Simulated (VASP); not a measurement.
Output of a VASP run:

### OSZICAR
```
       N       E                     dE             d eps       ncg     rms          rms(c)
DAV:   1     0.167687553231E+02    0.16769E+02   -0.50333E+03  9361   0.149E+03
DAV:   2    -0.135743292672E+02   -0.30343E+02   -0.29307E+02  9317   0.173E+02
DAV:   3    -0.140730743289E+02   -0.49875E+00   -0.49804E+00 10629   0.301E+01
DAV:   4    -0.140780686431E+02   -0.49943E-02   -0.49933E-02 10690   0.258E+00
DAV:   5    -0.140782002902E+02   -0.13165E-03   -0.13166E-03 10697   0.360E-01    0.111E+01
DAV:   6    -0.122738827131E+02    0.18043E+01   -0.29296E+01  9766   0.915E+01    0.864E+00
DAV:   7    -0.117181048283E+02    0.55578E+00   -0.78650E+00  9814   0.392E+01    0.246E+00
DAV:   8    -0.117107179113E+02    0.73869E-02   -0.36653E-02  9342   0.242E+00    0.160E+00
DAV:   9    -0.117023025236E+02    0.84154E-02   -0.63288E-02 10088   0.376E+00    0.466E-01
DAV:  10    -0.117032979059E+02   -0.99538E-03   -0.23035E-02 10423   0.202E+00    0.202E-01
DAV:  11    -0.117032677189E+02    0.30187E-04   -0.98561E-03  9634   0.153E+00    0.132E-01
DAV:  12    -0.117031366611E+02    0.13106E-03   -0.16579E-03 10095   0.641E-01    0.279E-02
DAV:  13    -0.117031557570E+02   -0.19096E-04   -0.23880E-05 11766   0.626E-02    0.135E-02
DAV:  14    -0.117031652974E+02   -0.95405E-05   -0.46807E-06 11094   0.219E-02    0.182E-03
DAV:  15    -0.117031671411E+02   -0.18436E-05   -0.62684E-07  9416   0.706E-03    0.155E-03
DAV:  16    -0.117031666934E+02    0.44768E-06   -0.12695E-07  5124   0.424E-03    0.837E-04
DAV:  17    -0.117031668722E+02   -0.17880E-06   -0.53869E-08  4721   0.256E-03    0.194E-04
DAV:  18    -0.117031669024E+02   -0.30202E-07   -0.22579E-09  4743   0.665E-04
   1 F= -.11703167E+02 E0= -.11703167E+02  d E =0.000000E+00  mag=     0.7138
       N       E                     dE             ncg
```

OUTCAR:
```
------------------------ aborting loop because EDIFF is reached ----------------------------------------
  FORCE on cell =-STRESS in cart. coord.  units (eV):
  Direction    XX          YY          ZZ          XY          YZ          ZX
  --------------------------------------------------------------------------------------
  Total       -0.0366538     -0.0366538     -0.0366538      0.0000000      0.0000000      0.0000000
  in kB       -5.6149167     -5.6149167     -5.6149167      0.0000000      0.0000000      0.0000000
  external PRESSURE =      -5.6149167 kB  Pullay stress =       0.0000000 kB
  volume of cell :       10.46
      direct lattice vectors                 reciprocal lattice vectors
     0.000000000  1.735742548  1.735742548    -0.288061153  0.288061153  0.288061153
     1.735742548  0.000000000  1.735742548     0.288061153 -0.288061153  0.288061153
     1.735742548  1.735742548  0.000000000     0.288061153  0.288061153 -0.288061153
 POSITION                                       TOTAL-FORCE (eV/Angst)
 -----------------------------------------------------------------------------------
      0.00000      0.00000      0.00000         0.000000      0.000000     -0.000000
 -----------------------------------------------------------------------------------
    total drift:                                0.000000     -0.000000     -0.000000
  FREE ENERGIE OF THE ION-ELECTRON SYSTEM (eV)
  ---------------------------------------------------
  free  energy   TOTEN  =       -11.7031669024 eV

  energy  without entropy=      -11.7031669024  energy(sigma->0) =      -11.70316690

 total charge

# of ion       s       p       d       tot
------------------------------------------
    1        0.532   0.557   8.329   9.418

 magnetization (x)

# of ion       s       p       d       tot
------------------------------------------
    1       -0.010  -0.044   0.786   0.732
```
(Selected blocks of OUTCAR.)

**POSCAR**
```
Ni
1
    0.0000000000     1.7357425480     1.7357425480
    1.7357425480     0.0000000000     1.7357425480
    1.7357425480     1.7357425480     0.0000000000
Ni
1
Direct
  0.0000000000   0.0000000000   0.0000000000
```

**Question.** Write an INCAR and KPOINTS that could have produced this output.

**Answer.** Several could match; the one computed here: the input of the run itself, r2SCAN+rVV10, plane waves, VASP's PBE PAW potentials (set 64).

### INCAR
```
# general
SYSTEM   = Ni
PREC     = Accurate
ENCUT    = 520
LREAL    = F
LASPH    = T

# electronic loop
EDIFF    = 1E-7
NELM     = 100
ALGO     = Normal
LMAXMIX  = 4
LMIXTAU  = T

# smearing
ISMEAR   = -5

# functional
METAGGA  = R2SCAN
LUSE_VDW = T
BPARAM   = 11.95
CPARAM   = 0.0093

# spin
ISPIN    = 2
MAGMOM   = 0.8

# ions
ISIF     = 2

# output
LWAVE    = F
LCHARG   = F
LORBIT   = 11
NEDOS    = 601
```

File KPOINTS:
```
Automatic
0
Gamma
  20 20 20
0 0 0
```

### KPOINTS_OPT
```
k-points along high-symmetry lines
10
Line-mode
Reciprocal
  0.000000   0.000000   0.000000 ! GAMMA
  0.500000   0.000000   0.500000 ! X

  0.500000   0.000000   0.500000 ! X
  0.625000   0.250000   0.625000 ! U

  0.375000   0.375000   0.750000 ! K
  0.000000   0.000000   0.000000 ! GAMMA

  0.000000   0.000000   0.000000 ! GAMMA
  0.500000   0.500000   0.500000 ! L

  0.500000   0.500000   0.500000 ! L
  0.500000   0.250000   0.750000 ! W

  0.500000   0.250000   0.750000 ! W
  0.500000   0.000000   0.500000 ! X
```

POTCAR, in this order: Ni (PBE.64 set). Program: vasp_std.

For a metal the tetrahedron method with Blöchl corrections gives inexact stress and forces.

The compound is Ni in the fcc structure. It was relaxed first.
